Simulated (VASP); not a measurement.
Runs of VASP 6.6.1 on MgS (Niningerite). It takes space group Fm-3m (No. 225, cubic). The conventional cell has a = 5.203 Å, b = 5.203 Å, c = 5.203 Å, α = 90.00°, β = 90.00°, γ = 90.00°. S (site symmetry m-3m) has 6 Mg at 2.60 Å as nearest neighbours. Around Mg (site symmetry m-3m) lie 6 S at 2.60 Å. 

| task | level | potentials or basis | k mesh | cutoff (eV) | mesh quality | gap on the mesh (eV) | pressure (GPa) |
| --- | --- | --- | --- | --- | --- | --- | --- |
| band structure | r2SCAN | VASP PAW PBE potentials, release 64 (S, Mg) | 8 × 8 × 8 | 520 | not flagged | (a) | -0.5 |
| band structure | LDA | VASP PAW LDA potentials, release 64 (S, Mg) | 8 × 8 × 8 | 520 | not flagged | 2.56 | -3.9 |
| band structure | TB-mBJ | VASP PAW PBE potentials, release 64 (S, Mg) | 8 × 8 × 8 | 520 | not flagged | 4.00 | - |
| band structure | PBE | VASP PAW PBE potentials, release 64 (S, Mg) | 8 × 8 × 8 | 520 | not flagged | 2.78 | 0.9 |
| single point | PBE | VASP PAW PBE potentials, release 64 (S, Mg) | 3 × 3 × 3 | 520 | coarse | (b) | (c) |
| band structure | PBE | VASP PAW PBE potentials, release 64 (S_GW, Mg_GW) | 8 × 8 × 8 | 450 | not flagged | 2.77 | 0.9 |
| dielectric tensor | PBE | VASP PAW PBE potentials, release 64 (S, Mg) | 8 × 8 × 8 | 520 | not flagged | 2.78 | - |

Alike in all rows: no spin polarisation; cell as given; smearing gaussian 0.02 eV.

**Question.** Estimate the missing entries.

**Answer.** (a) 3.43; (b) 3.67; (c) 2.5.

Caveats: some runs use coarse meshes; the PAW data sets were made with another functional, which shifts forces and pressure a little (some runs); an odd mesh through Γ misses points on the zone boundary, where band edges often lie (some runs).
